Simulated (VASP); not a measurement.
Data:

```xyz
2
Lattice="0.0000 2.0208 2.0208 2.1050 0.0000 2.0208 2.1050 2.0208 0.0000" Properties=species:S:1:pos:R:3 pbc="T T T"
Mg     0.0000     0.0000     0.0000
O      2.1050     2.0208     2.0208
```

Level of theory: PBEsol GGA, VASP's PBE PAW potentials (set 64) (plane waves; VASP). Numerical set-up: 600 eV cut-off, 10×10×10 Γ-centred mesh, Gaussian smearing of 0.050 eV, potentials Mg O.

Q: Give the stress tensor in GPa (positive for a compressed cell).

A: 
```
 7.71   0.00   0.00
 0.00  20.11   0.00
 0.00   0.00  20.11
```
The pressure is its mean diagonal, 15.98 GPa.

The compound is MgO in the rock salt structure. This cell was strained or had an atom moved on purpose.
